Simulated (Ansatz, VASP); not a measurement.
# LiPtF3 in two plane-wave programs, part 3 of 3

Aim: how closely do two programs agree when they are given the same cell, functional and k mesh? The cell is generated by rule, not measured, and may not be a known phase. The cell is taken from a series of runs on this material, whose earlier steps may have relaxed, scaled, displaced or heated it; both programs get it as it stands.

VASP 6.6.1 and Ansatz 0.2.0.

So far: The starting structure; Ansatz: zone-centre phonons, LDA; VASP: zone-centre phonons, LDA.

**3. VASP: zone-centre phonons, LDA (continued)**

Level of this step: LDA; plane waves and PAW (Li_sv, Pt, F); invented cell (VASP).

Numbers of over 12 decimals in the logs are rounded to 6 here.

Parts of OUTCAR (step 3):

```text
ion  position               nearest neighbor table
   1  0.500  0.500  0.500-
   2  0.000  0.000  0.000-   3 2.10   4 2.10   5 2.10   4 2.10   3 2.10   5 2.10
   3  0.000  0.500  0.000-   2 2.10   2 2.10
   4  0.000  0.000  0.500-   2 2.10   2 2.10
   5  0.500  0.000  0.000-   2 2.10   2 2.10

  LATTYP: Found a simple cubic cell.
 ALAT       =     4.2088759491

 Subroutine GETGRP returns: Found 48 space group operations
 (whereof 48 operations were pure point group operations)

The static configuration has the point symmetry O_h .

 Found     35 irreducible k-points:

   k-points           NKPTS =     35   k-points in BZ     NKDIM =     35   number of bands    NBANDS=     23

   dimension x,y,z NGX =    40 NGY =   40 NGZ =   40
   dimension x,y,z NGXF=    80 NGYF=   80 NGZF=   80

   ENCUT  =  750.0 eV  55.12 Ry    7.42 a.u.   9.40  9.40  9.40*2*pi/ulx,y,z

   NELECT =      34.0000    total number of electrons

 k-points in reciprocal lattice and weights: Automatic mesh
   0.00000000  0.00000000  0.00000000       0.002
   0.12500000  0.00000000  0.00000000       0.012
   0.25000000  0.00000000  0.00000000       0.012
   0.37500000  0.00000000  0.00000000       0.012
   0.50000000  0.00000000  0.00000000       0.006
   0.12500000  0.12500000  0.00000000       0.023
   0.25000000  0.12500000  0.00000000       0.047
   0.37500000  0.12500000  0.00000000       0.047
   0.50000000  0.12500000  0.00000000       0.023
[...]
0.50000000  0.50000000  0.37500000       0.012
   0.50000000  0.50000000  0.50000000       0.002

 average (electrostatic) potential at core
       1 -67.7157       2 -71.0056       3 -77.7058       4 -77.7058       5 -77.7058

  Total        0.0737670      0.0737670      0.0737670     -0.0000000     -0.0000000     -0.0000000
  in kB        1.5851643      1.5851643      1.5851643     -0.0000000     -0.0000000     -0.0000000
  external PRESSURE =       1.5851643 kB  Pullay stress =       0.0000000 kB

  energy-cutoff  :      750.00
  volume of cell :       74.56
      direct lattice vectors                 reciprocal lattice vectors
     4.208875949  0.000000000  0.000000000     0.237593127  0.000000000  0.000000000
[...]
POSITION                                       TOTAL-FORCE (eV/Angst)
 -----------------------------------------------------------------------------------
      2.10444      2.10444      2.10444         0.000000      0.000000      0.000000
      0.00000      0.00000      0.00000         0.000000      0.000000      0.000000
      0.00000      2.10444      0.00000         0.000000      0.000000      0.000000
      0.00000      0.00000      2.10444         0.000000      0.000000      0.000000
      2.10444      0.00000      0.00000         0.000000      0.000000      0.000000
 -----------------------------------------------------------------------------------
    total drift:                               -0.000000      0.000000     -0.000000

 Eigenvectors and eigenvalues of the dynamical matrix
 ----------------------------------------------------

   1 f  =   15.682905 THz    98.538598 2PiTHz  523.125399 cm-1    64.859254 meV
             X         Y         Z           dx          dy          dz
      2.104438  2.104438  2.104438     0.000031   -0.009314   -0.000000
      0.000000  0.000000  0.000000    -0.001009    0.307759    0.000000
      0.000000  2.104438  0.000000     0.000049   -0.951182    0.000000
      0.000000  0.000000  2.104438     0.000049   -0.014843    0.000000
      2.104438  0.000000  0.000000     0.003118   -0.014843    0.000000

   2 f  =   15.682905 THz    98.538598 2PiTHz  523.125399 cm-1    64.859254 meV
             X         Y         Z           dx          dy          dz
      2.104438  2.104438  2.104438     0.001995    0.000007    0.009098
      0.000000  0.000000  0.000000    -0.065916   -0.000216   -0.300619
      0.000000  2.104438  0.000000     0.003179    0.000668    0.014498
      0.000000  0.000000  2.104438     0.003179    0.000010    0.929113
      2.104438  0.000000  0.000000     0.203725    0.000010    0.014498

   3 f  =   15.682905 THz    98.538598 2PiTHz  523.125399 cm-1    64.859254 meV
             X         Y         Z           dx          dy          dz
      2.104438  2.104438  2.104438    -0.009098   -0.000030    0.001995
      0.000000  0.000000  0.000000     0.300617    0.000986   -0.065916
      0.000000  2.104438  0.000000    -0.014498   -0.003046    0.003179
      0.000000  0.000000  2.104438    -0.014498   -0.000048    0.203726
      2.104438  0.000000  0.000000    -0.929108   -0.000048    0.003179

   4 f  =    4.159594 THz    26.135499 2PiTHz  138.749114 cm-1    17.202690 meV
             X         Y         Z           dx          dy          dz
      2.104438  2.104438  2.104438     0.044170    0.041282    0.349298
      0.000000  0.000000  0.000000    -0.048440   -0.045272   -0.383061
      0.000000  2.104438  0.000000     0.073788   -0.017204    0.583514
      0.000000  0.000000  2.104438     0.073788    0.068962   -0.145573
      2.104438  0.000000  0.000000    -0.018408    0.068962    0.583514

   5 f  =    4.159594 THz    26.135499 2PiTHz  138.749114 cm-1    17.202690 meV
             X         Y         Z           dx          dy          dz
      2.104438  2.104438  2.104438    -0.336363   -0.097958    0.054112
      0.000000  0.000000  0.000000     0.368877    0.107426   -0.059342
      0.000000  2.104438  0.000000    -0.561907    0.040825    0.090396
      0.000000  0.000000  2.104438    -0.561907   -0.163641   -0.022552
      2.104438  0.000000  0.000000     0.140182   -0.163641    0.090396

   6 f  =    4.159594 THz    26.135499 2PiTHz  138.749114 cm-1    17.202690 meV
             X         Y         Z           dx          dy          dz
      2.104438  2.104438  2.104438     0.102824   -0.338178    0.026965
      0.000000  0.000000  0.000000    -0.112763    0.370867   -0.029571
      0.000000  2.104438  0.000000     0.171771    0.140938    0.045046
      0.000000  0.000000  2.104438     0.171771   -0.564938   -0.011238
      2.104438  0.000000  0.000000    -0.042853   -0.564938    0.045046

   7 f  =    2.323226 THz    14.597259 2PiTHz   77.494475 cm-1     9.608086 meV
             X         Y         Z           dx          dy          dz
      2.104438  2.104438  2.104438     0.000000    0.000000   -0.000000
      0.000000  0.000000  0.000000     0.000000   -0.000000    0.000000
      0.000000  2.104438  0.000000    -0.007163   -0.000000   -0.706613
      0.000000  0.000000  2.104438     0.007163    0.025429    0.000000
      2.104438  0.000000  0.000000     0.000000   -0.025429    0.706613

   8 f  =    2.323226 THz    14.597259 2PiTHz   77.494475 cm-1     9.608086 meV
             X         Y         Z           dx          dy          dz
      2.104438  2.104438  2.104438     0.000000    0.000000   -0.000000
      0.000000  0.000000  0.000000    -0.000000    0.000000   -0.000000
      0.000000  2.104438  0.000000     0.661811   -0.000000   -0.015652
      0.000000  0.000000  2.104438    -0.661811   -0.248517   -0.000000
      2.104438  0.000000  0.000000    -0.000000    0.248517    0.015652

   9 f  =    2.323226 THz    14.597259 2PiTHz   77.494475 cm-1     9.608086 meV
             X         Y         Z           dx          dy          dz
      2.104438  2.104438  2.104438    -0.000000   -0.000000    0.000000
      0.000000  0.000000  0.000000     0.000000    0.000000    0.000000
      0.000000  2.104438  0.000000     0.248907    0.000000    0.021282
      0.000000  0.000000  2.104438    -0.248907    0.661508    0.000000
      2.104438  0.000000  0.000000     0.000000   -0.661508   -0.021282

  10 f/i=    0.006826 THz     0.042887 2PiTHz    0.227679 cm-1     0.028229 meV
             X         Y         Z           dx          dy          dz
      2.104438  2.104438  2.104438     0.032117    0.160900   -0.006285
      0.000000  0.000000  0.000000     0.169865    0.850993   -0.033239
      0.000000  2.104438  0.000000     0.052754    0.265518   -0.010323
      0.000000  0.000000  2.104438     0.052754    0.264289   -0.010371
      2.104438  0.000000  0.000000     0.053000    0.264289   -0.010323

  11 f/i=    0.006826 THz     0.042887 2PiTHz    0.227679 cm-1     0.028229 meV
             X         Y         Z           dx          dy          dz
      2.104438  2.104438  2.104438     0.160654   -0.031586    0.012349
      0.000000  0.000000  0.000000     0.849691   -0.167054    0.065314
      0.000000  2.104438  0.000000     0.263885   -0.052123    0.020284
      0.000000  0.000000  2.104438     0.263885   -0.051881    0.020378
      2.104438  0.000000  0.000000     0.265112   -0.051881    0.020284

  12 f/i=    0.006826 THz     0.042887 2PiTHz    0.227679 cm-1     0.028229 meV
             X         Y         Z           dx          dy          dz
      2.104438  2.104438  2.104438     0.010892   -0.008565   -0.163609
      0.000000  0.000000  0.000000     0.057609   -0.045298   -0.865319
      0.000000  2.104438  0.000000     0.017891   -0.014133   -0.268738
      0.000000  0.000000  2.104438     0.017891   -0.014068   -0.269988
      2.104438  0.000000  0.000000     0.017975   -0.014068   -0.268738

  13 f/i=    6.487657 THz    40.763150 2PiTHz  216.404939 cm-1    26.830781 meV
             X         Y         Z           dx          dy          dz
      2.104438  2.104438  2.104438    -0.240878   -0.867511    0.191552
      0.000000  0.000000  0.000000     0.000543    0.001957   -0.000432
      0.000000  2.104438  0.000000     0.072309    0.001001   -0.057502
      0.000000  0.000000  2.104438     0.072309    0.260418   -0.000221
      2.104438  0.000000  0.000000     0.000278    0.260418   -0.057502

  14 f/i=    6.487657 THz    40.763150 2PiTHz  216.404939 cm-1    26.830781 meV
             X         Y         Z           dx          dy          dz
      2.104438  2.104438  2.104438    -0.888231    0.239112   -0.034051
      0.000000  0.000000  0.000000     0.002004   -0.000539    0.000077
      0.000000  2.104438  0.000000     0.266638   -0.000276    0.010222
      0.000000  0.000000  2.104438     0.266638   -0.071779    0.000039
      2.104438  0.000000  0.000000     0.001025   -0.071779    0.010222

  15 f/i=    6.487657 THz    40.763150 2PiTHz  216.404939 cm-1    26.830781 meV
             X         Y         Z           dx          dy          dz
      2.104438  2.104438  2.104438     0.017667    0.193751    0.899687
      0.000000  0.000000  0.000000    -0.000040   -0.000437   -0.002030
      0.000000  2.104438  0.000000    -0.005304   -0.000224   -0.270077
      0.000000  0.000000  2.104438    -0.005304   -0.058162   -0.001038
      2.104438  0.000000  0.000000    -0.000020   -0.058162   -0.270077

 ELASTIC MODULI CONTR FROM IONIC RELAXATION (kBar)
 Direction    XX          YY          ZZ          XY          YZ          ZX
 --------------------------------------------------------------------------------
 XX           0.0000      0.0000      0.0000      0.0000      0.0000      0.0000
 YY           0.0000      0.0000      0.0000      0.0000      0.0000      0.0000
 ZZ           0.0000      0.0000      0.0000      0.0000      0.0000      0.0000
 XY           0.0000      0.0000      0.0000      0.0000      0.0000      0.0000
 YZ           0.0000      0.0000      0.0000      0.0000      0.0000      0.0000
 ZX           0.0000      0.0000      0.0000      0.0000      0.0000      0.0000
 --------------------------------------------------------------------------------
```

**4. Comparison**

Known differences besides the potentials themselves: the two LDA forms differ slightly; the data sets hold 42 valence electrons in Ansatz (on its default PAW (the set named soft_2) files) and 34 in VASP; the cutoff is 420 eV in Ansatz and 750 eV in VASP; VASP's log shows a relativistic correction to its local exchange, Ansatz's none. Total energies have different zeros and are not compared.

The two programs side by side:

```tsv
quantity	Ansatz	VASP	difference
optical mode 1 to 3 (imaginary, printed as negative) (cm⁻¹)	-219.8	-216.4	-3.4
optical mode 4 to 6 (cm⁻¹)	77.9	77.5	+0.50 %
optical mode 7 to 9 (cm⁻¹)	139.4	138.7	+0.46 %
optical mode 10 to 12 (cm⁻¹)	509.9	523.1	-2.53 %
```

Modes are paired by rising frequency, not by their patterns, so a pair may set unlike modes beside each other; they are those without the splitting of longitudinal modes.

**5. Outcome**

- r.m.s. difference of the optical zone-centre modes, each program's sorted by frequency (zone-centre phonons, LDA): 6.9 cm⁻¹
- difference in optical mode 10 to 12 (zone-centre phonons, LDA): -2.5 %

What this shows: The r.m.s. difference of the optical zone-centre modes, each program's sorted by frequency is 6.9 cm⁻¹ (zone-centre phonons, LDA). The data sets hold unlike numbers of valence electrons (42 in Ansatz and 34 in VASP), so part of the differences comes from the potentials. Among the rows given in per cent, the largest difference of the zone-centre phonons, LDA pair is in optical mode 10 to 12, -2.5 %. How closely two codes agree says nothing of how well the functional describes the real material.

[Lines on the potential files, build, host, timing and source positions are cut from VASP's logs without a mark.]

[Logs are printed without paths, hosts, clocks, repeated set-up lines and the standing remarks that a program may print on its own settings, such as how far it seeks lower states.]

[Hosts, paths, dates, database ids (printed as entryN), source tags and the programs' standing remarks are cut or masked in the printed files.]
